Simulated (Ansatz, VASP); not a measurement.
## Cross-check of Ge (Ge(110)) between VASP and Ansatz

Wanted: the spread between two codes on one cell, functional and k mesh. The structure shown is the end of the VASP relaxation below.

Program: Ansatz 0.2.0. Level of theory: plane waves, with VASP 6.6.1 beside it; single point at PBEsol. Results are calculated unless marked as measured.

## Step 1: The structure

The cell holds 18 atoms: 18 Ge. Cell: a = 4.036 Å, b = 5.708 Å, c = 32.145 Å, α = 90.0°, β = 90.0°, γ = 90.0°. It derives from Ge. As first built, before any earlier steps moved the atoms (in the runner's words): 9 layers, cut at this functional's lattice. Vacuum lies along c.

## Step 2: VASP: relaxation, PBEsol

This run makes the geometry at which the two programs are then compared.

Lines of VASP's logs that name or quote its potential files are left out, and so is its time.

Contents of INCAR:

```
SYSTEM = Ge
PREC = Normal
ENCUT = 320
EDIFF = 1E-05
NELM = 120
ISMEAR = 0
SIGMA = 0.03
LREAL = Auto
ALGO = Fast
GGA = PS
NBANDS = 54
LORBIT = 11
LWAVE = .FALSE.
LCHARG = .FALSE.
KPAR = 2
NCORE = 2
IBRION = 2
NSW = 60
ISIF = 2
EDIFFG = -0.03
POTIM = 0.4
MAXMIX = 40
IDIPOL = 3
LDIPOL = .TRUE.
DIPOL = 0.5 0.5 0.5
```

Contents of POSCAR:

```
Ge
1.0
    4.0362870351      0.0000000000      0.0000000000
    0.0000000000      5.7081718666      0.0000000000
    0.0000000000      0.0000000000     32.1451481402
Ge
18
Direct
    0.7500000000      0.3750000000      0.7511288500
    0.2500000000      0.6250000000      0.7511288500
    0.2500000000      0.8750000000      0.6883466400
    0.7500000000      0.1250000000      0.6883466400
    0.7500000000      0.3750000000      0.6255644200
    0.2500000000      0.6250000000      0.6255644200
    0.2500000000      0.8750000000      0.5627822100
    0.7500000000      0.1250000000      0.5627822100
    0.7500000000      0.3750000000      0.5000000000
    0.2500000000      0.6250000000      0.5000000000
    0.2500000000      0.8750000000      0.4372177900
    0.7500000000      0.1250000000      0.4372177900
    0.7500000000      0.3750000000      0.3744355800
    0.2500000000      0.6250000000      0.3744355800
    0.2500000000      0.8750000000      0.3116533600
    0.7500000000      0.1250000000      0.3116533600
    0.7500000000      0.3750000000      0.2488711500
    0.2500000000      0.6250000000      0.2488711500
```

Contents of KPOINTS:

```
Automatic mesh
0
Gamma
6 4 1
0 0 0
```

PAW data sets: Ge (PBE family, release 64).

Command:

```sh
> mpirun -np 4 vasp_std
```

Numbers of over 12 decimals in the logs are rounded to 6 here.

Log:

```text
[banner, memory and clock lines left out]
running    4 mpi-ranks, on    1 nodes
 distrk:  each k-point on    2 cores,    2 groups
 distr:  one band on    2 cores,    1 groups

 POSCAR found type information on POSCAR Ge
 POSCAR found :  1 types and      18 ions
|                                                                             |
|               ----> ADVICE to this user running VASP <----                  |
|                                                                             |
|     You enforced a specific xc type in the INCAR file but a different       |
|     [... a line on the potential file left out ...]
|     I HOPE YOU KNOW WHAT YOU ARE DOING!                                     |
|                                                                             |

 LDA part: xc-table for (Slater+PW92), standard interpolation
 POSCAR, INCAR and KPOINTS ok, starting setup
 FFT: planning ... GRIDC
 FFT: planning ... GRID_SOFT
 FFT: planning ... GRID
 WAVECAR not read
 entering main loop
       N       E                     dE             d eps       ncg     rms          rms(c)
DAV:   1     0.277250992529E+03    0.27725E+03   -0.18470E+04  1296   0.689E+02
DAV:   2    -0.528522654490E+02   -0.33010E+03   -0.31813E+03  1712   0.147E+02
DAV:   3    -0.840925038004E+02   -0.31240E+02   -0.30632E+02  1608   0.475E+01
DAV:   4    -0.850864277626E+02   -0.99392E+00   -0.98871E+00  1744   0.899E+00
DAV:   5    -0.851097882053E+02   -0.23360E-01   -0.23335E-01  1696   0.130E+00    0.853E+00
RMM:   6    -0.844018516759E+02    0.70794E+00   -0.39229E-01  1296   0.146E+00    0.508E+00
RMM:   7    -0.843727220694E+02    0.29130E-01   -0.79642E-01  1308   0.209E+00    0.149E+00
RMM:   8    -0.840300681209E+02    0.34265E+00   -0.17238E-01  1324   0.100E+00    0.359E-01
RMM:   9    -0.840347651896E+02   -0.46971E-02   -0.30873E-02  1343   0.445E-01    0.149E-01
RMM:  10    -0.840345107214E+02    0.25447E-03   -0.47218E-03  1418   0.191E-01    0.693E-02
RMM:  11    -0.840352255927E+02   -0.71487E-03   -0.91654E-04  1330   0.871E-02    0.320E-02
RMM:  12    -0.840356984335E+02   -0.47284E-03   -0.75791E-04  1302   0.589E-02    0.188E-02
RMM:  13    -0.840361272320E+02   -0.42880E-03   -0.38796E-04  1234   0.362E-02    0.108E-02
RMM:  14    -0.840362962040E+02   -0.16897E-03   -0.99061E-05  1080   0.196E-02    0.539E-03
RMM:  15    -0.840363988432E+02   -0.10264E-03   -0.41167E-05   952   0.119E-02    0.302E-03
RMM:  16    -0.840364400829E+02   -0.41240E-04   -0.11549E-05   880   0.614E-03    0.203E-03
RMM:  17    -0.840364832532E+02   -0.43170E-04   -0.65698E-06   736   0.443E-03    0.123E-03
RMM:  18    -0.840365101771E+02   -0.26924E-04   -0.30865E-06   551   0.304E-03    0.706E-04
RMM:  19    -0.840365344355E+02   -0.24258E-04   -0.79006E-07   475   0.254E-03    0.340E-04
RMM:  20    -0.840365511381E+02   -0.16703E-04   -0.13116E-06   473   0.258E-03    0.186E-04
RMM:  21    -0.840365546639E+02   -0.35258E-05   -0.37114E-07   424   0.222E-03
   1 F= -.84036555E+02 E0= -.84033898E+02  d E =-.840366E+02
[...]
2 F= -.84048032E+02 E0= -.84045328E+02  d E =-.114776E-01
[...]
3 F= -.84056534E+02 E0= -.84053794E+02  d E =-.199793E-01
[...]
4 F= -.84058771E+02 E0= -.84056151E+02  d E =-.223732E-02
[...]
5 F= -.84059161E+02 E0= -.84056577E+02  d E =-.262686E-02
 curvature:  -1.37 expect dE=-0.699E-03 dE for cont linesearch -0.111E-05
 trial: gam= 0.12920 g(F)=  0.510E-03 g(S)=  0.000E+00 ort = 0.469E-04 (trialstep = 0.155E+01)
 search vector abs. value=  0.567E-03
 bond charge predicted
       N       E                     dE             d eps       ncg     rms          rms(c)
DAV:   1    -0.840597147544E+02   -0.55761E-03   -0.11539E-02  1426   0.329E-01    0.335E-02
RMM:   2    -0.840597954664E+02   -0.80712E-04   -0.79878E-04  1297   0.824E-02    0.501E-02
RMM:   3    -0.840597982223E+02   -0.27559E-05   -0.15008E-04  1297   0.351E-02    0.223E-02
RMM:   4    -0.840597739654E+02    0.24257E-04   -0.57677E-05  1176   0.202E-02    0.548E-03
RMM:   5    -0.840597889511E+02   -0.14986E-04   -0.86857E-06   831   0.828E-03    0.282E-03
RMM:   6    -0.840597891757E+02   -0.22456E-06   -0.16415E-06   594   0.398E-03
   6 F= -.84059789E+02 E0= -.84057251E+02  d E =-.628366E-03
 trial-energy change:   -0.000628  1 .order   -0.000617   -0.000797   -0.000437
 step:   3.4214(harm=  3.4214)  dis= 0.00437  next Energy=   -84.060043 (dE=-0.882E-03)
 reached required accuracy - stopping structural energy minimisation
```

OUTCAR, selected parts (step 2):

```text
ion  position               nearest neighbor table
   1  0.750  0.375  0.751-   4 2.47   2 2.47   2 2.47
   2  0.250  0.625  0.751-   3 2.47   1 2.47   1 2.47
   3  0.250  0.875  0.688-   2 2.47   4 2.47   4 2.47   6 2.47
   4  0.750  0.125  0.688-   1 2.47   3 2.47   3 2.47   5 2.47
   5  0.750  0.375  0.626-   8 2.47   6 2.47   6 2.47   4 2.47
   6  0.250  0.625  0.626-   7 2.47   5 2.47   5 2.47   3 2.47
   7  0.250  0.875  0.563-   6 2.47  10 2.47   8 2.47   8 2.47
   8  0.750  0.125  0.563-   5 2.47   9 2.47   7 2.47   7 2.47
   9  0.750  0.375  0.500-   8 2.47  12 2.47  10 2.47  10 2.47
  10  0.250  0.625  0.500-   7 2.47  11 2.47   9 2.47   9 2.47
  11  0.250  0.875  0.437-  10 2.47  14 2.47  12 2.47  12 2.47
  12  0.750  0.125  0.437-   9 2.47  13 2.47  11 2.47  11 2.47
  13  0.750  0.375  0.374-  12 2.47  14 2.47  14 2.47  16 2.47
  14  0.250  0.625  0.374-  11 2.47  13 2.47  13 2.47  15 2.47
  15  0.250  0.875  0.312-  18 2.47  16 2.47  16 2.47  14 2.47
  16  0.750  0.125  0.312-  17 2.47  15 2.47  15 2.47  13 2.47
  17  0.750  0.375  0.249-  16 2.47  18 2.47  18 2.47
  18  0.250  0.625  0.249-  15 2.47  17 2.47  17 2.47

  LATTYP: Found a simple orthorhombic cell.
 ALAT       =     4.0362870351
 B/A-ratio  =     1.4142135624
 C/A-ratio  =     7.9640391926

 Subroutine GETGRP returns: Found  8 space group operations
 (whereof  4 operations were pure point group operations)

The static configuration has the point symmetry C_2h.
 The point group associated with its full space group is D_2h.

 Found     12 irreducible k-points:

   k-points           NKPTS =     12   k-points in BZ     NKDIM =     12   number of bands    NBANDS=     54

   dimension x,y,z NGX =    18 NGY =   28 NGZ =  144
   dimension x,y,z NGXF=    36 NGYF=   56 NGZF=  288

   ENCUT  =  320.0 eV  23.52 Ry    4.85 a.u.   5.89  8.33 46.89*2*pi/ulx,y,z

   NELECT =      72.0000    total number of electrons

 k-points in reciprocal lattice and weights: Automatic mesh
   0.00000000  0.00000000  0.00000000       0.042
   0.16666667  0.00000000  0.00000000       0.083
   0.33333333  0.00000000  0.00000000       0.083
   0.50000000  0.00000000  0.00000000       0.042
   0.00000000  0.25000000  0.00000000       0.083
   0.16666667  0.25000000  0.00000000       0.167
   0.33333333  0.25000000  0.00000000       0.167
   0.50000000  0.25000000  0.00000000       0.083
   0.00000000  0.50000000  0.00000000       0.042
   0.16666667  0.50000000  0.00000000       0.083
   0.33333333  0.50000000  0.00000000       0.083
   0.50000000  0.50000000  0.00000000       0.042

 dipolmoment           0.000000      0.000000     -0.000000 electrons x Angstroem

 average (electrostatic) potential at core
       1 -36.3631       2 -36.3631       3 -36.6226       4 -36.6226       5 -36.6703
       6 -36.6703       7 -36.6556       8 -36.6556       9 -36.6770      10 -36.6770
      11 -36.6556      12 -36.6556      13 -36.6703      14 -36.6703      15 -36.6226
      16 -36.6226      17 -36.3631      18 -36.3631

 E-fermi :  -0.3281

 k-point     1 :       0.0000    0.0000    0.0000
  band No.  band energies     occupation
    ...
     29      -1.5056      2.00000
     30      -1.0960      2.00000
     31      -1.0284      2.00000
     32      -1.0019      2.00000
     33      -0.5788      2.00000
     34      -0.2699      0.00609
     35      -0.1625      0.00000
     36      -0.1170      0.00000
     37       0.0824      0.00000
     38       0.4950      0.00000
    ...

 k-point     2 :       0.1667    0.0000    0.0000
  band No.  band energies     occupation
    ...
     32      -1.6473      2.00000
     33      -1.3352      2.00000
     34      -1.1781      2.00000
     35      -0.4598      2.00000
     36      -0.4022      1.99952
     37       0.0219      0.00000
     38       0.5926      0.00000
     39       1.4148      0.00000
     40       1.5089      0.00000
     41       1.5699      0.00000
    ...

 k-point     3 :       0.3333    0.0000    0.0000
  band No.  band energies     occupation
    ...
     32      -2.4505      2.00000
     33      -2.2284      2.00000
     34      -1.5617      2.00000
     35      -0.8036      2.00000
     36      -0.7250      2.00000
     37      -0.0432      0.00000
     38       0.2340      0.00000
     39       0.7108      0.00000
     40       0.8511      0.00000
     41       1.4416      0.00000
    ...

  Total        0.1509418     -1.2503680      0.9668349      0.0000000      0.0000000      0.0000000
  in kB        0.3265318     -2.7049168      2.0915506      0.0000000      0.0000000      0.0000000
  external PRESSURE =      -0.0956114 kB  Pullay stress =       0.0000000 kB

  energy-cutoff  :      320.00
  volume of cell :      740.62
      direct lattice vectors                 reciprocal lattice vectors
     4.036287035  0.000000000  0.000000000     0.247752450  0.000000000  0.000000000
     0.000000000  5.708171867  0.000000000     0.000000000  0.175187437  0.000000000
     0.000000000  0.000000000 32.145148140     0.000000000  0.000000000  0.031108894

 POSITION                                       TOTAL-FORCE (eV/Angst)
 -----------------------------------------------------------------------------------
      3.02722      2.16947     24.14176         0.000000     -0.006551      0.017240
      1.00907      3.53870     24.14176        -0.000000      0.006551      0.017240
      1.00907      4.98029     22.14819        -0.000000      0.009245      0.020655
      3.02722      0.72788     22.14819        -0.000000     -0.009245      0.020655
      3.02722      2.13557     20.10966         0.000000     -0.001965      0.024886
      1.00907      3.57260     20.10966        -0.000000      0.001965      0.024886
      1.00907      4.99278     18.08526        -0.000000     -0.002370      0.003695
      3.02722      0.71539     18.08526        -0.000000      0.002370      0.003695
      3.02722      2.14435     16.07257        -0.000000     -0.004375      0.000000
      1.00907      3.56383     16.07257        -0.000000      0.004375      0.000000
      1.00907      4.99278     14.05988        -0.000000     -0.002370     -0.003695
      3.02722      0.71539     14.05988        -0.000000      0.002370     -0.003695
      3.02722      2.13557     12.03549        -0.000000     -0.001965     -0.024886
      1.00907      3.57260     12.03549        -0.000000      0.001965     -0.024886
      1.00907      4.98029      9.99695         0.000000      0.009245     -0.020655
      3.02722      0.72788      9.99695         0.000000     -0.009245     -0.020655
      3.02722      2.16947      8.00339         0.000000     -0.006551     -0.017240
      1.00907      3.53870      8.00339        -0.000000      0.006551     -0.017240
 -----------------------------------------------------------------------------------
    total drift:                                0.000000      0.000000     -0.000000

  FREE ENERGIE OF THE ION-ELECTRON SYSTEM (eV)
  ---------------------------------------------------
  free  energy   TOTEN  =       -84.0597891757 eV

  energy  without entropy=      -84.0547123464  energy(sigma->0) =      -84.05725076

 reached required accuracy - stopping structural energy minimisation

 vacuum level on the upper side and lower side of the slab         4.421         4.421

 total charge
# of ion       s       p       d       tot
------------------------------------------
    1        1.194   1.114   0.045   2.353
    2        1.194   1.114   0.045   2.353
    3        1.165   1.179   0.059   2.403
    4        1.165   1.179   0.059   2.403
    5        1.155   1.205   0.057   2.416
    6        1.155   1.205   0.057   2.416
    7        1.147   1.224   0.057   2.427
    8        1.147   1.224   0.057   2.427
    9        1.143   1.228   0.058   2.430
   10        1.143   1.228   0.058   2.430
   11        1.147   1.224   0.057   2.427
   12        1.147   1.224   0.057   2.427
   13        1.155   1.205   0.057   2.416
   14        1.155   1.205   0.057   2.416
   15        1.165   1.179   0.059   2.403
   16        1.165   1.179   0.059   2.403
   17        1.194   1.114   0.045   2.353
   18        1.194   1.114   0.045   2.353
--------------------------------------------------
tot         20.930  21.345   0.984  43.260

[... 3 further parts left out ...]
```

CONTCAR:

```
Ge
   1.00000000000000
     4.0362870351000000    0.0000000000000000    0.0000000000000000
     0.0000000000000000    5.7081718665999999    0.0000000000000000
     0.0000000000000000    0.0000000000000000   32.1451481401999999
  Ge
    18
Direct
     0.7500000000000000    0.3800643978493120    0.7510233746621600
     0.2500000000000000    0.6199356021506879    0.7510233746621600
     0.2500000000000000    0.8724849310296089    0.6890057943104804
     0.7500000000000000    0.1275150689703911    0.6890057943104804
     0.7500000000000000    0.3741256575168312    0.6255892287386113
     0.2500000000000000    0.6258743424831689    0.6255892287386113
     0.2500000000000000    0.8746726053003971    0.5626125670066678
     0.7500000000000000    0.1253273946996028    0.5626125670066678
     0.7500000000000000    0.3756626118762905    0.5000000000000000
     0.2500000000000000    0.6243373881237096    0.5000000000000000
     0.2500000000000000    0.8746726053003971    0.4373874329933322
     0.7500000000000000    0.1253273946996028    0.4373874329933322
     0.7500000000000000    0.3741256575168312    0.3744107712613887
     0.2500000000000000    0.6258743424831689    0.3744107712613887
     0.2500000000000000    0.8724849310296089    0.3109942056895196
     0.7500000000000000    0.1275150689703911    0.3109942056895196
     0.7500000000000000    0.3800643978493120    0.2489766253378400
     0.2500000000000000    0.6199356021506879    0.2489766253378400
```

The data set Ge keeps the semicore shell frozen, which is cheaper and a little less accurate. The run keeps the 8 symmetry operations of its start, so it cannot find a distortion of lower symmetry.

[end of part 1 of 2]

[Lines on the potential files, build, host, timing and source positions are cut from VASP's logs without a mark.]

[Logs are printed without paths, hosts, clocks, repeated set-up lines and the standing remarks that a program may print on its own settings, such as how far it seeks lower states.]

[Hosts, paths, dates, database ids (printed as entryN), source tags and the programs' standing remarks are cut or masked in the printed files.]
